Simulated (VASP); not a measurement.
# Nb2O7 (Fd-3m) in VASP: single point with PBE

Aim: the single point of Nb2O7 with PBE.

Everything below comes from runs of VASP 6.6.1. Logs are shortened: lines on timing, memory, paths and dates and some standing lists are left out, and cuts for length are marked.

### 1 Starting point

Symmetry: Fd-3m, No. 227, cubic system. The conventional cell has a = 10.569 Å, b = 10.569 Å, c = 10.569 Å, α = 90.00°, β = 90.00°, γ = 90.00°. Nb (site symmetry -3m) has 6 O at 1.97 Å as nearest neighbours. O (site symmetry 2mm) is surrounded by 2 Nb at 1.97 Å. O (site symmetry -43m) has 18 O at 3.33 to 3.80 Å as nearest neighbours.

### 2 Single point, PBE

The input, INCAR:

```
  PREC = Accurate
  ENCUT = 520
  EDIFF = 1E-7
  ISMEAR = -1
  SIGMA = 0.05
  LREAL = Auto
  LASPH = True
  NELM = 100
  ALGO = Fast
  ISIF = 2
  LWAVE = False
  LCHARG = False
  GGA = PE
  NBANDS = 83
```

The input, KPOINTS:

```
Automatic mesh
0
Gamma
  4 4 4
```

The input, POSCAR:

```
Nb2O7
1.0
    0.0000000000      5.2845000000      5.2845000000
    5.2845000000      0.0000000000      5.2845000000
    5.2845000000      5.2845000000      0.0000000000
Nb O
4 14
Direct
    0.1250000000      0.1250000000      0.1250000000
    0.6250000000      0.1250000000      0.1250000000
    0.1250000000      0.1250000000      0.6250000000
    0.1250000000      0.6250000000      0.1250000000
    0.4347248191      0.0652751809      0.0652751809
    0.8152751809      0.1847248191      0.8152751809
    0.0652751809      0.4347248191      0.4347248191
    0.1847248191      0.8152751809      0.1847248191
    0.0652751809      0.4347248191      0.0652751809
    0.8152751809      0.8152751809      0.1847248191
    0.4347248191      0.0652751809      0.4347248191
    0.1847248191      0.1847248191      0.8152751809
    0.8152751809      0.1847248191      0.1847248191
    0.0652751809      0.0652751809      0.4347248191
    0.1847248191      0.8152751809      0.8152751809
    0.4347248191      0.4347248191      0.0652751809
    0.7500000000      0.7500000000      0.7500000000
    0.5000000000      0.5000000000      0.5000000000
```

Potentials or basis: VASP PAW PBE potentials, release 64 (Nb_sv, O).

On the command line:

```bash
cat potpaw_PBE.64/Nb_sv/POTCAR potpaw_PBE.64/O/POTCAR > POTCAR
mpirun -np 1 vasp_std > vasp.out
```

OUTCAR:

```text
PREC = Accurate
   ENCUT = 520
   EDIFF = 1E-7
   ISMEAR = -1
   LREAL = Auto
   LASPH = True
   NELM = 100
   ISIF = 2
   GGA = PE

 ion  position               nearest neighbor table
   1  0.125  0.125  0.125-   5 1.97   8 1.97   9 1.97  12 1.97  13 1.97  14 1.97
   2  0.625  0.125  0.125-   5 1.97  13 1.97  10 1.97  11 1.97   6 1.97  16 1.97
   3  0.125  0.125  0.625-  12 1.97  14 1.97  11 1.97   6 1.97   7 1.97  15 1.97
   4  0.125  0.625  0.125-   8 1.97   9 1.97   7 1.97  10 1.97  15 1.97  16 1.97
   5  0.435  0.065  0.065-   2 1.97   1 1.97
   6  0.815  0.185  0.815-   2 1.97   3 1.97
   7  0.065  0.435  0.435-   3 1.97   4 1.97
   8  0.185  0.815  0.185-   4 1.97   1 1.97
   9  0.065  0.435  0.065-   4 1.97   1 1.97
  10  0.815  0.815  0.185-   2 1.97   4 1.97
  11  0.435  0.065  0.435-   2 1.97   3 1.97
  12  0.185  0.185  0.815-   3 1.97   1 1.97
  13  0.815  0.185  0.185-   2 1.97   1 1.97
  14  0.065  0.065  0.435-   3 1.97   1 1.97
  15  0.185  0.815  0.815-   3 1.97   4 1.97
  16  0.435  0.435  0.065-   2 1.97   4 1.97
  17  0.750  0.750  0.750-
  18  0.500  0.500  0.500-

  LATTYP: Found a face centered cubic cell.
 ALAT       =    10.5690000000

  Lattice vectors:

 A1 = (   0.0000000000,   5.2845000000,   5.2845000000)
 A2 = (   5.2845000000,   0.0000000000,   5.2845000000)
 A3 = (   5.2845000000,   5.2845000000,   0.0000000000)

Analysis of symmetry for initial positions (statically):
=====================================================================
 Subroutine PRICEL returns:
 Original cell was already a primitive cell.

 Routine SETGRP: Setting up the symmetry group for a
 face centered cubic supercell.

 Subroutine GETGRP returns: Found 48 space group operations
 (whereof 24 operations were pure point group operations)
 out of a pool of 48 trial point group operations.

The static configuration has the point symmetry T_d .
 The point group associated with its full space group is O_h .

Analysis of symmetry for dynamics (positions and initial velocities):
=====================================================================
 Subroutine PRICEL returns:
 Original cell was already a primitive cell.

 Routine SETGRP: Setting up the symmetry group for a
 face centered cubic supercell.

[... 121 lines left out ...]
   LREAL  =      T    real-space projection
   EDIFFG = 0.1E-05   stopping-criterion for IOM
   NSW    =      0    number of steps for IOM
   IBRION =     -1    ionic relax: 0-MD 1-quasi-New 2-CG
   NFREE  =      0    steps in history (QN), initial steepest desc. (CG)
   ISIF   =      2    stress and relaxation
   ISYM   =      2    0-nonsym 1-usesym 2-fastsym
   POTIM  = 0.5000    time-step for ionic-motion
   TEBEG  =    0.0;   TEEND  =   0.0 temperature during run
   PSTRESS=    0.0 pullay stress
   NELECT =     136.0000    total number of electrons
   NUPDOWN=      -1.0000    fix difference up-down
   EMIN   =  10.00;   EMAX   =-10.00  energy-range for DOS
   EFERMI =   0.00;   METHOD = LEGACY
   ISMEAR =    -1;   SIGMA  =   0.05  broadening in eV -4-tet -1-fermi 0-gaus
   EFERMI_NEDOS =   21; number of points for ismear=-14 and -15
   IALGO  =     68    algorithm
   IMIX   =      4    mixing-type and parameters
     AMIX     =   0.40;   BMIX     =  1.00
     AMIX_MAG =   1.60;   BMIX_MAG =  1.00
  volume/ion in A,a.u.               =      16.40       110.65
  Fermi-wavevector in a.u.,A,eV,Ry     =   1.264466  2.389495 21.754013  1.598875
  Thomas-Fermi vector in A             =   2.397770
   LORBIT       =      0    0 simple, 1 ext, 2 COOP (PROOUT), +10 PAW based schemes
   GGA     = PE    functional components
   LHFCALC =     F    Hartree Fock is set to
   AEXX    =    0.0000 exact exchange contribution
   IVDW    =     0    specifies the selected vdW correction
   LEPSILON=     F    determine dielectric tensor
   LRPA    =     F    only Hartree local field effects (RPA)
 non-spin polarized calculation
 RMM-DIIS sequential band-by-band and
  energy-cutoff  :      520.00
  volume of cell :      295.15
 maximum number of plane-waves:      7992
   NGX = 27   NGY = 27   NGZ = 27

 number of electron     135.9999996 magnetization

 Free energy of the ion-electron system (eV)
  ---------------------------------------------------
  ext. energy  EPLUGINS =         0.00000000
  ---------------------------------------------------
  free energy    TOTEN  =      -133.20087842 eV

  energy without entropy =     -132.73188444  energy(sigma->0) =     -132.96638143

 E-fermi :  -0.6696     XC(G=0):  -8.6817

 val. band max:       -0.6742412461   @ k =   0.2500   0.0000   0.0000
 cond. band min:      -0.6680860903   @ k =  -0.2500   0.5000   0.2500
 fundamental gap:      0.0061551558
 Fermi energy:        -0.6695572768

 k-point     1 :       0.0000    0.0000    0.0000
  band No.  band energies     occupation
      1     -54.8297      2.00000
      2     -54.8177      2.00000
      3     -54.8177      2.00000
      4     -54.8177      2.00000
      5     -31.2000      2.00000
      6     -31.1035      2.00000
[... 653 lines left out ...]
     79       4.0809      0.00000
     80       4.0814      0.00000
 [bands above 80 left out]

------------------------ aborting loop because EDIFF is reached ----------------------------------------

  FORCE on cell =-STRESS in cart. coord.  units (eV):
  Direction    XX          YY          ZZ          XY          YZ          ZX
  --------------------------------------------------------------------------------------
  -------------------------------------------------------------------------------------
  Total        2.6611792      2.6611792      2.6611792      0.0000000     -0.0000000      0.0000000
  in kB       14.4458467     14.4458467     14.4458467      0.0000000     -0.0000000      0.0000000
  external PRESSURE =      14.4458467 kB  Pullay stress =       0.0000000 kB

 VOLUME and BASIS-vectors are now :
 -----------------------------------------------------------------------------
  energy-cutoff  :      520.00
  volume of cell :      295.15
      direct lattice vectors                 reciprocal lattice vectors
     0.000000000  5.284500000  5.284500000    -0.094616331  0.094616331  0.094616331
     5.284500000  0.000000000  5.284500000     0.094616331 -0.094616331  0.094616331
     5.284500000  5.284500000  0.000000000     0.094616331  0.094616331 -0.094616331

 POSITION                                       TOTAL-FORCE (eV/Angst)
 -----------------------------------------------------------------------------------
      1.32113      1.32113      1.32113        -0.000000     -0.000000     -0.000000
      1.32113      3.96338      3.96338        -0.000000     -0.000000     -0.000000
      3.96338      3.96338      1.32113        -0.000000     -0.000000     -0.000000
      3.96338      1.32113      3.96338        -0.000000     -0.000000     -0.000000
      0.68989      2.64225      2.64225         0.017035     -0.000000     -0.000000
      5.28450      8.61664      5.28450        -0.000000      0.017035     -0.000000
[... 10 lines left out ...]
      7.92675      7.92675      7.92675        -0.000000     -0.000000     -0.000000
      5.28450      5.28450      5.28450        -0.000000     -0.000000     -0.000000
 -----------------------------------------------------------------------------------
    total drift:                                0.000000      0.000000      0.000000

  FREE ENERGIE OF THE ION-ELECTRON SYSTEM (eV)
  ---------------------------------------------------
  free  energy   TOTEN  =      -133.2008784246 eV

  energy  without entropy=     -132.7318844362  energy(sigma->0) =     -132.96638143
```

stdout:

```text
POSCAR found type information on POSCAR NbO
 POSCAR found :  2 types and      18 ions
[... 40 lines left out ...]
 num prob  num prob WARNING in EDDRMM: call to ZHEGV failed, returncode =   8  4     17
 num prob  num prob  num prob  num prob  num prob  num prob  num prob  num prob  num prob  num prob  num prob  num prob  num prob  num prob  num prob  num prob  num prob  num prob  num prob  num prob  num prob  num prob  num prob  num prob  num prob  num prob  num prob  num prob  num prob  num prob  num prob  num prob  num prob  num
```

Run time: 17 min. Hardware: 1 thread of Intel Xeon Platinum 8488C (Sapphire Rapids), shared host; peak memory 0.48 GiB.

Results:

| Item | Value |
| --- | --- |
| Free energy | -133.2009 eV |
| Pressure | 1.4 GPa |
| Largest force | 0.017 eV/Å |
| Band gap on the k mesh | none (metal or under the smearing width) |

Forces on the atoms (eV/Å):
```
Nb   0.000  0.000  0.000
Nb   0.000  0.000  0.000
Nb   0.000  0.000  0.000
Nb   0.000  0.000  0.000
O    0.017  0.000  0.000
O    0.000  0.017  0.000
O   -0.017  0.000  0.000
O    0.000 -0.017  0.000
O    0.000  0.017  0.000
O    0.000  0.000  0.017
O    0.000 -0.017  0.000
O    0.000  0.000 -0.017
O   -0.017  0.000  0.000
O    0.000  0.000  0.017
O    0.017  0.000  0.000
O    0.000  0.000 -0.017
O    0.000  0.000  0.000
O    0.000  0.000  0.000
```
